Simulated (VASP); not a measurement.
Set up this calculation in VASP 6.6.1, as the native input.

```
Task                   : relaxation of cell and atoms
Functional             : PBE
Potentials or basis    : VASP PAW PBE potentials, release 64 (K_sv, Zn, F)
Cutoff                 : 600 eV
k mesh                 : 6 × 6 × 6
Occupations            : gaussian, width 0.02 eV
Spin                   : no spin polarisation
Dipole correction      : no
Further INCAR settings : ALGO = Normal; EDIFF = 1e-07; IBRION = 2; EDIFFG = -0.005; NSW = 100; ISIF = 3
```

The structure of KZnF3 lies in POSCAR:

```
KZnF3
1.0
    4.0500000000      0.0000000000      0.0000000000
    0.0000000000      4.0500000000      0.0000000000
    0.0000000000      0.0000000000      4.0500000000
K Zn F
1 1 3
Direct
    0.0000000000      0.0000000000      0.0000000000
    0.5000000000      0.5000000000      0.5000000000
    0.5000000000      0.5000000000      0.0000000000
    0.0000000000      0.5000000000      0.5000000000
    0.5000000000      0.0000000000      0.5000000000
```

These files were run (other wordings do the same):

INCAR

```
PREC = Accurate ; ENCUT = 600
EDIFF = 1E-7 ; ISMEAR = 0
SIGMA = 0.02 ; LREAL = False
LASPH = True ; NELM = 100
ALGO = Normal ; ISIF = 3
LWAVE = False ; LCHARG = False
GGA = PE ; IBRION = 2
NSW = 100 ; EDIFFG = -0.005
```

KPOINTS

```
Automatic mesh
0
Gamma
  6 6 6
```

Potentials or basis: VASP PAW PBE potentials, release 64 (K_sv, Zn, F).

The run is started by

```bash
$ cat potpaw_PBE.64/K_sv/POTCAR potpaw_PBE.64/Zn/POTCAR potpaw_PBE.64/F/POTCAR > POTCAR
$ mpirun -np 1 vasp_std > vasp.out
```

Results of the run:

* Relaxed volume: 14.11 Å³/atom
* Relaxed cell: a = 4.132 Å, b = 4.132 Å, c = 4.132 Å, α = 90.00°, β = 90.00°, γ = 90.00°
* Space group after relaxing (to 0.05 Å): Pm-3m (No. 221)
* Energy gained by relaxing: 11.6 meV/atom
* Ionic steps: 3
* Pressure after relaxing: 0.0 GPa
* Band gap on the k mesh: 3.64 eV, indirect (least direct gap 5.16 eV)

Run time: 98 s on 1 thread of Intel(R) Xeon(R) Platinum 8375C CPU @ 2.90GHz (Ice Lake), on a shared host, peak memory 0.21 GiB.
